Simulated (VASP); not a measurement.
Ru (hcp): the lattice constant a from VASP (plane waves, PAW) at several levels of theory. Static lattice.  The measured value holds thermal and zero-point effects that the static calculation lacks.

| level | lattice constant a (Å) | error against measurement |
|---|---|---|
| LDA | 2.680 | -1.0 % |
| PBE | 2.718 | +0.5 % |
| PBEsol | 2.688 | -0.7 % |
| RPBE | 2.732 | +1.0 % |
| AM05 | 2.687 | -0.7 % |
| PBE-D3(BJ) | 2.696 | -0.4 % |
| PBE-D4 | 2.701 | -0.2 % |
| optB88-vdW | 2.721 | +0.6 % |
| rev-vdW-DF2 | 2.706 | -0.0 % |
| SCAN | 2.692 | -0.5 % |
| r2SCAN | 2.705 | -0.0 % |
| r2SCAN+rVV10 | 2.699 | -0.3 % |

Measured: 2.706 Å at 293 K (as given by Wikipedia, Ruthenium (infobox)).

The cell of the LDA run:

Space group P6₃/mmc (No. 194); a = 2.6797 Å, b = 2.6797 Å, c = 4.2211 Å, α = 90.00°, β = 90.00°, γ = 120.00°

```csv
atom,site,symmetry,x,y,z
Ru,2c,-6m2,0.3333,0.6667,0.2500
```

Only levels that ran to the end are used. Left out are those held back, those with too coarse a band path, GW runs whose mesh misses a band edge, hybrids' fits of cells that aren't cubic and levels without matching references; a question may draw on a part of the rest.

The compound is Ru in the hcp structure.
